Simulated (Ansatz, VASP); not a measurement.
## SiRh3 in VASP and in Ansatz

File INCAR:

```
SYSTEM = SiRh3
PREC = Accurate
ENCUT = 520
EDIFF = 1E-7
ISMEAR = -1
SIGMA = 0.05
LREAL = .FALSE.
LASPH = .TRUE.
NELM = 100
ALGO = Normal
ISIF = 2
LWAVE = .FALSE.
LCHARG = .FALSE.
GGA = PE
NBANDS = 32
```

The input KPOINTS:

```
Automatic mesh
0
G
  10 10 10
  0 0 0
```

POSCAR

```
SiRh3
1.0
   -1.9074354993      1.9074354993      3.6197521911
    1.9074354993     -1.9074354993      3.6197521911
    1.9074354993      1.9074354993     -3.6197521911
Rh Si
3 1
Direct
    0.5000000000      0.5000000000      0.0000000000
    0.2500000000      0.7500000000      0.5000000000
    0.7500000000      0.2500000000      0.5000000000
    0.0000000000      0.0000000000      0.0000000000
```

input.yaml

```yaml
crystal:
  lattice:
    - [-1.9074354993, 1.9074354993, 3.6197521911]
    - [1.9074354993, -1.9074354993, 3.6197521911]
    - [1.9074354993, 1.9074354993, -3.6197521911]
  atoms:
    - { symbol: Rh, position: [0.5, 0.5, 0.0] }
    - { symbol: Rh, position: [0.25, 0.75, 0.5] }
    - { symbol: Rh, position: [0.75, 0.25, 0.5] }
    - { symbol: Si, position: [0.0, 0.0, 0.0] }
hamiltonian:
  xc: pbe
  pseudopotentials: { kind: paw }
kpoints:
  mp_grid: { grid: [10, 10, 10] }
scf:
  occupations: { method: fermi_dirac, width: 0.05 }
output:
  forces: true
  stress: true
  eigenvalues: true
```

Change from the starting cell: volume scaled by 0.96.

Alike in both runs: task single point; functional PBE; k mesh 10 × 10 × 10; occupations fermi-dirac, width 0.05 eV; no spin polarisation.

```csv
,VASP,Ansatz
version,VASP 6.6.1,Ansatz 0.2.0
potentials or method,"VASP PAW PBE potentials, release 64 (Rh_pv, Si)",Ansatz PAW
plane-wave cutoff (eV),520,420
valence electrons in the cell,49,55
```

```tsv
	VASP	Ansatz	Ansatz less VASP
gap on the k mesh at the Fermi level (eV)	none	none	-
pressure (GPa)	8.3	8.3	-0.05
largest component of the traceless stress (GPa)	0.30	0.30	-0.007
```

A gap of «none» marks a metal or a gap that the smearing closes. The functional is the same, so the differences come from potentials, cutoffs and numerics. The two sets of potentials don't hold the same shells in valence.
